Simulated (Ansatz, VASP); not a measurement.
# Cross-check of Ge (Germanium) between VASP and Ansatz, part 2 of 2

One calculation is typed for both programs; each brings its own data sets. How far apart do they land? The structure shown comes from an earlier Ansatz run, which isn't shown and may have moved the atoms alone.

VASP 6.6.1 and Ansatz 0.2.0.

So far: Set-up; Ansatz: elastic constants, LDA.

**3. VASP: elastic constants, LDA**

Level of this step: LDA; plane waves and PAW (Ge_d) (VASP).

The same cell, functional (in two slightly different forms), mesh and smearing now go to VASP, with its own data sets.

Lines of VASP's logs that name or quote its potential files are left out, and so is its time.

File INCAR:

```
SYSTEM = Ge
PREC = Accurate
ENCUT = 500
EDIFF = 1E-08
NELM = 120
ISMEAR = 0
SIGMA = 0.1
LREAL = .FALSE.
ALGO = Normal
GGA = CA
NBANDS = 20
LORBIT = 11
LWAVE = .FALSE.
LCHARG = .FALSE.
ISIF = 3
IBRION = 6
NFREE = 2
POTIM = 0.015
NSW = 1
LASPH = .TRUE.
GGA_COMPAT = .FALSE.
KPAR = 2
```

File POSCAR:

```
Ge
1.0
    0.0000000000      2.8212220916      2.8212220916
    2.8212220916      0.0000000000      2.8212220916
    2.8212220916      2.8212220916      0.0000000000
Ge
2
Direct
    0.0000000000      0.0000000000      0.0000000000
    0.2500000000      0.2500000000      0.2500000000
```

File KPOINTS:

```
Automatic mesh
0
Gamma
8 8 8
0 0 0
```

Potentials, in the order of the species: Ge_d (LDA family, release 64).

Started as:

```sh
> mpirun -np 2 vasp_std
```

Numbers of over 12 decimals in the logs are rounded to 6 here.

Output:

```text
[banner, memory and clock lines left out]
running    2 mpi-ranks, on    1 nodes
 distrk:  each k-point on    1 cores,    2 groups
 distr:  one band on    1 cores,    1 groups

 POSCAR found type information on POSCAR Ge
 POSCAR found :  1 types and       2 ions
 LDA part: xc-table for (Slater(with rela. corr.)+CA(PZ))
 , standard interpolation
 POSCAR, INCAR and KPOINTS ok, starting setup
 FFT: planning ... GRIDC
 FFT: planning ... GRID_SOFT
 FFT: planning ... GRID
 WAVECAR not read
 entering main loop
       N       E                     dE             d eps       ncg     rms          rms(c)
DAV:   1     0.184546979831E+03    0.18455E+03   -0.14591E+04  1256   0.370E+03
DAV:   2     0.156609420426E+02   -0.16889E+03   -0.16449E+03  1160   0.609E+02
DAV:   3    -0.971695590236E+01   -0.25378E+02   -0.25165E+02  1300   0.146E+02
DAV:   4    -0.105449702756E+02   -0.82801E+00   -0.82730E+00  1288   0.307E+01
DAV:   5    -0.105588402805E+02   -0.13870E-01   -0.13869E-01  1312   0.432E+00    0.332E+00
DAV:   6    -0.104391899535E+02    0.11965E+00   -0.37912E-02  1260   0.169E+00    0.190E+00
DAV:   7    -0.103788937953E+02    0.60296E-01   -0.77298E-02  1224   0.211E+00    0.140E-01
DAV:   8    -0.103796034271E+02   -0.70963E-03   -0.58151E-03  1276   0.901E-01    0.458E-02
DAV:   9    -0.103796338820E+02   -0.30455E-04   -0.10187E-04  1480   0.123E-01    0.141E-02
DAV:  10    -0.103796306652E+02    0.32167E-05   -0.10408E-05  1584   0.432E-02    0.419E-03
DAV:  11    -0.103796304191E+02    0.24616E-06   -0.11031E-06  1272   0.883E-03    0.170E-03
DAV:  12    -0.103796304358E+02   -0.16767E-07   -0.52718E-08  1444   0.336E-03    0.339E-04
DAV:  13    -0.103796304351E+02    0.73487E-09   -0.30894E-09   788   0.635E-04
   1 F= -.10379630E+02 E0= -.10379319E+02  d E =-.623848E-03
[... from here on, the cycles between the ionic steps are left out ...]
   2 F= -.10373054E+02 E0= -.10372771E+02  d E =-.567715E-03
   3 F= -.10378845E+02 E0= -.10378577E+02  d E =-.536075E-03
   8 F= -.10377079E+02 E0= -.10376760E+02  d E =-.638118E-03
   9 F= -.10377080E+02 E0= -.10376760E+02  d E =-.638116E-03
  10 F= -.10377079E+02 E0= -.10376760E+02  d E =-.638116E-03
  11 F= -.10377080E+02 E0= -.10376761E+02  d E =-.638116E-03
  12 F= -.10377079E+02 E0= -.10376760E+02  d E =-.638115E-03
  13 F= -.10377080E+02 E0= -.10376760E+02  d E =-.638115E-03
  14 F= -.10378446E+02 E0= -.10378172E+02  d E =-.547060E-03
 Finite differences progress:
  Degree of freedom:   7/  7
  Displacement:        1/  2
  Total:              13/ 14
 bond charge predicted
       N       E                     dE             d eps       ncg     rms          rms(c)
DAV:   1    -0.103755240530E+02    0.29218E-02   -0.26047E+00  4332   0.129E+01    0.110E-01
DAV:   2    -0.103784729033E+02   -0.29489E-02   -0.31136E-02  4184   0.178E+00    0.646E-02
DAV:   3    -0.103784485147E+02    0.24389E-04   -0.73909E-04  5324   0.297E-01    0.148E-02
DAV:   4    -0.103784461881E+02    0.23266E-05   -0.37109E-05  4492   0.651E-02    0.396E-03
DAV:   5    -0.103784458418E+02    0.34631E-06   -0.30012E-06  4988   0.237E-02    0.927E-04
DAV:   6    -0.103784458262E+02    0.15583E-07   -0.25109E-07  4288   0.563E-03    0.294E-04
DAV:   7    -0.103784458207E+02    0.54870E-08   -0.25189E-08  3464   0.194E-03
  15 F= -.10378446E+02 E0= -.10378172E+02  d E =-.547070E-03
 Finite differences progress:
  Degree of freedom:   7/  7
  Displacement:        2/  2
  Total:              14/ 14
```

From OUTCAR (step 3):

```text
ion  position               nearest neighbor table
   1  0.000  0.000  0.000-   2 2.44   2 2.44   2 2.44   2 2.44
   2  0.250  0.250  0.250-   1 2.44   1 2.44   1 2.44   1 2.44

  LATTYP: Found a face centered cubic cell.
 ALAT       =     5.6424441832

 Subroutine GETGRP returns: Found 48 space group operations
 (whereof 24 operations were pure point group operations)

The static configuration has the point symmetry T_d .
 The point group associated with its full space group is O_h .

 Found     29 irreducible k-points:

   k-points           NKPTS =     29   k-points in BZ     NKDIM =     29   number of bands    NBANDS=     20

   dimension x,y,z NGX =    30 NGY =   30 NGZ =   30
   dimension x,y,z NGXF=    60 NGYF=   60 NGZF=   60

   ENCUT  =  500.0 eV  36.75 Ry    6.06 a.u.   7.27  7.27  7.27*2*pi/ulx,y,z

   NELECT =      28.0000    total number of electrons

 k-points in reciprocal lattice and weights: Automatic mesh
   0.00000000  0.00000000  0.00000000       0.002
   0.12500000  0.00000000  0.00000000       0.016
   0.25000000  0.00000000  0.00000000       0.016
   0.37500000  0.00000000  0.00000000       0.016
   0.50000000  0.00000000  0.00000000       0.008
   0.12500000  0.12500000  0.00000000       0.012
   0.25000000  0.12500000  0.00000000       0.047
   0.37500000  0.12500000  0.00000000       0.047
   0.50000000  0.12500000  0.00000000       0.047
[...]
-0.37500000  0.50000000  0.12500000       0.023
  -0.25000000  0.50000000  0.25000000       0.012

 average (electrostatic) potential at core
       1 -75.3341       2 -75.3341

 E-fermi :   4.8129

 k-point     1 :       0.0000    0.0000    0.0000
  band No.  band energies     occupation
    ...
     10     -19.8790      2.00000
     11      -8.0607      2.00000
     12       4.7358      1.72488
     13       4.7364      1.72103
     14       4.8061      1.07649
     15       4.8753      0.37777
     16       7.2808      0.00000
     17       7.3345      0.00000
     18       7.3897      0.00000
     19      11.0309      0.00000
    ...

 k-point     2 :       0.1250    0.0000    0.0000
  band No.  band energies     occupation
    ...
     10     -19.8682      2.00000
     11      -7.8698      2.00000
     12       2.4301      2.00000
     13       4.4085      2.00000
     14       4.4913      1.99999
     15       5.7609      0.00000
     16       7.7590      0.00000
     17       7.8320      0.00000
     18       8.2513      0.00000
     19      11.9888      0.00000
    ...

 k-point     3 :       0.2500    0.0000    0.0000
  band No.  band energies     occupation
    ...
     10     -19.8577      2.00000
     11      -7.3163      2.00000
     12       0.0606      2.00000
     13       3.8670      2.00000
     14       3.9427      2.00000
     15       5.3700      0.00000
     16       8.3706      0.00000
     17       8.4607      0.00000
     18      10.3762      0.00000
     19      12.6663      0.00000
    ...

  Total       -0.1986545     -0.1970384     -0.1970384      0.0000000     -0.1286296      0.0000000
  in kB       -7.0870765     -7.0294221     -7.0294221      0.0000000     -4.5889130      0.0000000
  external PRESSURE =      -7.0486403 kB  Pullay stress =       0.0000000 kB

  energy-cutoff  :      500.00
  volume of cell :       44.91
      direct lattice vectors                 reciprocal lattice vectors
     0.000000000  2.821222092  2.821222092    -0.177228160  0.177228160  0.177228160
     2.821222092  0.000000000  2.821222092     0.177228160 -0.177228160  0.177228160
     2.821222092  2.821222092  0.000000000     0.177228160  0.177228160 -0.177228160

 POSITION                                       TOTAL-FORCE (eV/Angst)
 -----------------------------------------------------------------------------------
     -0.01500      0.00000      0.00000         0.158436      0.000000      0.000000
      1.41061      1.41061      1.41061        -0.158436      0.000000      0.000000
 -----------------------------------------------------------------------------------
    total drift:                                0.002086      0.000000      0.000000

  FREE ENERGIE OF THE ION-ELECTRON SYSTEM (eV)
  ---------------------------------------------------
  free  energy   TOTEN  =       -10.3784458207 eV

  energy  without entropy=      -10.3778987509  energy(sigma->0) =      -10.37817229

  SYMMETRIZED ELASTIC MODULI (kBar)
 Direction    XX          YY          ZZ          XY          YZ          ZX
 --------------------------------------------------------------------------------
 XX        1178.2932    446.4147    446.4147      0.0000      0.0000      0.0000
 YY         446.4147   1178.2932    446.4147     -0.0000     -0.0000      0.0000
 ZZ         446.4147    446.4147   1178.2932      0.0000     -0.0000      0.0000
 XY           0.0000     -0.0000      0.0000    813.8767      0.0000     -0.0000
 YZ           0.0000     -0.0000     -0.0000      0.0000    813.8767      0.0000
 ZX           0.0000      0.0000      0.0000     -0.0000      0.0000    813.8767
 --------------------------------------------------------------------------------

 Eigenvectors and eigenvalues of the dynamical matrix
 ----------------------------------------------------

   1 f  =    8.431515 THz    52.976772 2PiTHz  281.245073 cm-1    34.869929 meV
             X         Y         Z           dx          dy          dz
      0.000000  0.000000  0.000000     0.000000   -0.707107    0.000000
      1.410611  1.410611  1.410611     0.000000    0.707107    0.000000

   2 f  =    8.431515 THz    52.976772 2PiTHz  281.245073 cm-1    34.869929 meV
             X         Y         Z           dx          dy          dz
      0.000000  0.000000  0.000000    -0.707107    0.000000    0.000000
      1.410611  1.410611  1.410611     0.707107    0.000000    0.000000

   3 f  =    8.431515 THz    52.976772 2PiTHz  281.245073 cm-1    34.869929 meV
             X         Y         Z           dx          dy          dz
      0.000000  0.000000  0.000000     0.000000    0.000000   -0.707107
      1.410611  1.410611  1.410611     0.000000    0.000000    0.707107

   4 f  =    0.000000 THz     0.000000 2PiTHz    0.000000 cm-1     0.000000 meV
             X         Y         Z           dx          dy          dz
      0.000000  0.000000  0.000000     0.707107    0.000000    0.000000
      1.410611  1.410611  1.410611     0.707107    0.000000    0.000000

   5 f  =    0.000000 THz     0.000000 2PiTHz    0.000000 cm-1     0.000000 meV
             X         Y         Z           dx          dy          dz
      0.000000  0.000000  0.000000     0.000000    0.707107    0.000000
      1.410611  1.410611  1.410611     0.000000    0.707107    0.000000

   6 f  =    0.000000 THz     0.000000 2PiTHz    0.000000 cm-1     0.000000 meV
             X         Y         Z           dx          dy          dz
      0.000000  0.000000  0.000000     0.000000    0.000000    0.707107
      1.410611  1.410611  1.410611     0.000000    0.000000    0.707107

 ELASTIC MODULI CONTR FROM IONIC RELAXATION (kBar)
 Direction    XX          YY          ZZ          XY          YZ          ZX
 --------------------------------------------------------------------------------
 XX          -0.0000     -0.0000     -0.0000      0.0000      0.0000      0.0000
 YY          -0.0000     -0.0000     -0.0000      0.0000      0.0000     -0.0000
 ZZ          -0.0000     -0.0000     -0.0000      0.0000      0.0000      0.0000
 XY           0.0000      0.0000      0.0000   -248.3412      0.0000      0.0000
 YZ           0.0000      0.0000      0.0000      0.0000   -248.3412      0.0000
 ZX           0.0000     -0.0000      0.0000      0.0000      0.0000   -248.3412
 --------------------------------------------------------------------------------

 TOTAL ELASTIC MODULI (kBar)
 Direction    XX          YY          ZZ          XY          YZ          ZX
 --------------------------------------------------------------------------------
 XX        1178.2932    446.4147    446.4147      0.0000      0.0000      0.0000
 YY         446.4147   1178.2932    446.4147      0.0000      0.0000     -0.0000
 ZZ         446.4147    446.4147   1178.2932      0.0000      0.0000      0.0000
 XY           0.0000      0.0000      0.0000    565.5355      0.0000     -0.0000
 YZ           0.0000      0.0000      0.0000      0.0000    565.5355      0.0000
 ZX           0.0000     -0.0000      0.0000     -0.0000      0.0000    565.5355
 --------------------------------------------------------------------------------

 total charge
# of ion       s       p       d       tot
------------------------------------------
    1        1.139   1.274  10.024  12.437
    2        1.139   1.274  10.024  12.437
--------------------------------------------------
tot          2.279   2.547  20.049  24.875

[... 3 further parts left out ...]
```

Levels, forces or a CONTCAR printed for this step are those of its last displaced cell, not of the structure at rest.

**4. Side by side**

Known differences besides the potentials themselves: the two LDA forms differ slightly; the cutoff is 260 eV in Ansatz and 500 eV in VASP; VASP's log shows a relativistic correction to its local exchange, Ansatz's none; VASP takes each elastic constant from one size of strain, Ansatz from those that its log lists; Ansatz's log warns that its cutoff lies below the recommended one. Total energies have different zeros and are not compared.

Compared:

```tsv
quantity	Ansatz	VASP	difference
C11 (GPa)	132.6	117.8	+12.55 %
C22 (GPa)	132.6	117.8	+12.55 %
C33 (GPa)	132.6	117.8	+12.55 %
C12 (GPa)	58.3	44.6	+30.54 %
C13 (GPa)	58.3	44.6	+30.54 %
C23 (GPa)	58.3	44.6	+30.54 %
C44 (GPa)	55.3	56.5	-2.29 %
C55 (GPa)	55.3	56.5	-2.29 %
C66 (GPa)	55.3	56.5	-2.29 %
```

Our record labels this cell a metal in Ansatz alone; each run is judged by its own test, so with a small gap or wide smearing the label says little about the levels.

**5. What came out**

| Property | Result |
| --- | --- |
| difference in C12 (elastic constants, LDA) | 31 % |

The difference in C12 is 31 % (elastic constants, LDA), beyond the 5 % picked in this series as the mark of a large difference. Ansatz's own log doubts the convergence of its elastic constants, LDA run, which may account for the difference. How closely two codes agree says nothing of how well the functional describes the real material.

[Lines on the potential files, build, host, timing and source positions are cut from VASP's logs without a mark.]

[Logs are printed without paths, hosts, clocks, repeated set-up lines and the standing remarks that a program may print on its own settings, such as how far it seeks lower states.]

[Hosts, paths, dates, database ids (printed as entryN), source tags and the programs' standing remarks are cut or masked in the printed files.]
